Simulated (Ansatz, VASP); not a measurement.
# LuBeSi4 in VASP and in Ansatz

INCAR

```
ALGO     = Normal         # electronic algorithm
EDIFF    = 1E-6           # SCF threshold, eV
EDIFFG   = -0.04          # ionic threshold
ENCUT    = 600            # plane-wave cutoff, eV
GGA      = PE             # functional
IBRION   = 2              # ionic algorithm
ISIF     = 3              # what is computed and relaxed
ISMEAR   = 0              # smearing method
LASPH    = T              # aspherical terms in the spheres
LCHARG   = F              # write CHGCAR
LREAL    = F              # projectors in reciprocal space
LWAVE    = F              # write WAVECAR
NELM     = 100            # most SCF steps
NSW      = 90             # ionic steps
PREC     = Accurate       # precision mode
SIGMA    = 0.1            # smearing width, eV
```

File KPOINTS:

```
k-points
0
Gamma
  4 4 4
```

Contents of POSCAR:

```
LuBeSi4
1.0
    0.0000000000      3.6627614300      3.6627614300
    3.6627614300      0.0000000000      3.6627614300
    3.6627614300      3.6627614300      0.0000000000
Lu Be Si
1 1 4
Direct
    0.2500000000      0.2500000000      0.2500000000
    0.0000000000      0.0000000000      0.0000000000
    0.8489440500      0.8489440500      0.8489440500
    0.8489440500      0.8489440500      0.4531678400
    0.8489440500      0.4531678400      0.8489440500
    0.4531678400      0.8489440500      0.8489440500
```

Input for Ansatz:

```yaml
crystal:
  lattice:
    - [0.0, 3.66276143, 3.66276143]
    - [3.66276143, 0.0, 3.66276143]
    - [3.66276143, 3.66276143, 0.0]
  atoms:
    - { symbol: Lu, position: [0.25, 0.25, 0.25] }
    - { symbol: Be, position: [0.0, 0.0, 0.0] }
    - { symbol: Si, position: [0.84894405, 0.84894405, 0.84894405] }
    - { symbol: Si, position: [0.84894405, 0.84894405, 0.45316784] }
    - { symbol: Si, position: [0.84894405, 0.45316784, 0.84894405] }
    - { symbol: Si, position: [0.45316784, 0.84894405, 0.84894405] }
basis:
  ecutwfc: 420
kpoints:
  mp_grid: { grid: [4, 4, 4] }
hamiltonian:
  xc: pbe
scf:
  occupations: { method: gaussian, width: 0.1 }
  lower_state_search: "off"
output:
  forces: true
  stress: true
  eigenvalues: true
relax:
  adjacent_minimum: "off"
  f_tol: 0.04
  max_steps: 70
  cell: { stress_tol: 0.4 }
```

Alike in both runs: task relaxation of cell and atoms; functional PBE; k mesh 4 × 4 × 4; occupations gaussian, width 0.1 eV; no spin polarisation.

|  | VASP | Ansatz |
| --- | --- | --- |
| version | VASP 6.6.1 | Ansatz 0.2.0 |
| potentials or method | VASP PAW PBE potentials, release 64 (Lu, Be, Si) | scalar-relativistic, plane waves, PAW |
| plane-wave cutoff (eV) | 600 | 420 |
| valence electrons in the cell | 43 | 43 |

|  | VASP | Ansatz | Ansatz less VASP |
| --- | --- | --- | --- |
| gap on the k mesh at the Fermi level, each at its own relaxed structure (eV) | none | none | - |
| relaxed volume (Å³/atom) | 22.07 | 22.06 | -0.015 |
| relaxed cell length with the largest relative difference (Å) | 5.721 | 5.720 | -0.0013 |
| energy change over the relaxation (meV/atom) | -611 | -616 | -4.9 |

A gap of «none» marks a metal or a gap that the smearing closes.

Caveats: the k mesh is coarse (spacing up to 0.37 Å⁻¹), so the values aren't converged; the volume moved by over 15 % at a fixed basis, so the end points are rough (VASP). Spin-orbit coupling is left out, which matters for the levels of Lu.
